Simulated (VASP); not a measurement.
A convergence study with VASP on Nb (bcc): a few settings are varied, all else stays as given below, so the limit is that of these other settings.

```yaml
crystal:
  lattice:
    - [-1.65000, 1.65000, 1.65000]
    - [1.65000, -1.65000, 1.65000]
    - [1.65000, 1.65000, -1.65000]
  atoms:
    - { symbol: Nb, position: [0.00000, 0.00000, 0.00000] }
```

These are LDA (Ceperley-Alder, Perdew-Zunger), VASP's LDA PAW potentials (set 64) (plane waves; VASP) values and carry that method's errors. The last row used: 550 eV cut-off, 23×23×23 Γ-centred mesh, second-order Methfessel-Paxton smearing of 0.40 eV, potentials Nb_sv.

| setting | E (eV/atom) | pressure (GPa) | irreducible k-points |
|---|---|---|---|
| ISMEAR = -1, SIGMA = 0.01, 8×8×8 mesh | -11.2567 | -7.94 | 29 |
| ISMEAR = -1, SIGMA = 0.1, 8×8×8 mesh | -11.2578 | -7.93 | 29 |
| ISMEAR = 0, SIGMA = 0.01, 8×8×8 mesh | -11.2566 | -7.94 | 29 |
| ISMEAR = 0, SIGMA = 0.1, 8×8×8 mesh | -11.2570 | -7.95 | 29 |
| ISMEAR = 1, SIGMA = 0.01, 8×8×8 mesh | -11.2565 | -7.94 | 29 |
| ISMEAR = 1, SIGMA = 0.2, 8×8×8 mesh | -11.2566 | -8.00 | 29 |
| ISMEAR = 2, SIGMA = 0.05, 8×8×8 mesh | -11.2568 | -7.96 | 29 |
| ISMEAR = 2, SIGMA = 0.2, 8×8×8 mesh | -11.2572 | -8.02 | 29 |
| ISMEAR = -1, SIGMA = 0.01, 17×17×17 mesh | -11.2330 | -8.74 | 165 |
| ISMEAR = -1, SIGMA = 0.2, 17×17×17 mesh | -11.2414 | -7.69 | 165 |
| ISMEAR = 0, SIGMA = 0.01, 17×17×17 mesh | -11.2330 | -8.67 | 165 |
| ISMEAR = 0, SIGMA = 0.2, 17×17×17 mesh | -11.2327 | -8.56 | 165 |
| ISMEAR = 1, SIGMA = 0.01, 17×17×17 mesh | -11.2330 | -8.63 | 165 |
| ISMEAR = 1, SIGMA = 0.4, 17×17×17 mesh | -11.2318 | -8.62 | 165 |
| ISMEAR = 2, SIGMA = 0.05, 17×17×17 mesh | -11.2330 | -8.76 | 165 |
| ISMEAR = 2, SIGMA = 0.4, 17×17×17 mesh | -11.2316 | -8.71 | 165 |
| ISMEAR = -1, SIGMA = 0.05, 23×23×23 mesh | -11.2346 | -8.62 | 364 |
| ISMEAR = -1, SIGMA = 0.2, 23×23×23 mesh | -11.2412 | -7.68 | 364 |
| ISMEAR = 0, SIGMA = 0.05, 23×23×23 mesh | -11.2350 | -8.75 | 364 |
| ISMEAR = 0, SIGMA = 0.2, 23×23×23 mesh | -11.2343 | -8.47 | 364 |
| ISMEAR = 1, SIGMA = 0.05, 23×23×23 mesh | -11.2352 | -8.79 | 364 |
| ISMEAR = 1, SIGMA = 0.4, 23×23×23 mesh | -11.2324 | -8.54 | 364 |
| ISMEAR = 2, SIGMA = 0.1, 23×23×23 mesh | -11.2349 | -8.77 | 364 |
| ISMEAR = 2, SIGMA = 0.4, 23×23×23 mesh | -11.2329 | -8.59 | 364 |

Left out are rungs that failed or repeat a setting and relaxations that didn't move; long series are thinned to 24 rows.

The compound is Nb in the bcc structure. The cell was not relaxed at this level.
